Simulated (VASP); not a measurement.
**Al: single point with r2SCAN**

Crystal: Al.

```
Al
1.0
     0.00000    1.99351    1.99351
     1.99351    0.00000    1.99351
     1.99351    1.99351    0.00000
Al
1
Direct
  0.00000 0.00000 0.00000
```

```json
{"Program": "VASP 6.6.1", "Task": "single point", "Functional": "r2SCAN", "Potentials or basis": "VASP PAW PBE potentials, release 64 (Al)", "Cutoff": "520 eV", "k mesh": "18 × 18 × 18", "Occupations": "gaussian, width 0.1 eV", "Spin": "no spin polarisation"}
```

```yaml
Pressure: 0.0 GPa
Band_gap_on_the_k_mesh: none (metal or under the smearing width)
```

Levels at points of the mesh, in eV from the Fermi level:
```tsv
k point	band 1	band 2	band 3	band 4	band 5	band 6
(0.00, 0.00, 0.00)	-12.13	13.55	13.55	13.55	15.78	15.78
(0.50, 0.00, 0.00)	-5.17	-4.59	12.27	12.27	12.77	12.77
(0.50, 0.50, 0.00)	-3.26	-1.67	5.47	6.20	6.20	10.33
```

Wall time 2.3 min on 1 thread of AMD EPYC 9R14 (Zen 4) (shared host), peak memory 0.12 GiB.

Caveat: the PAW data sets were made with another functional, which shifts forces and pressure a little.
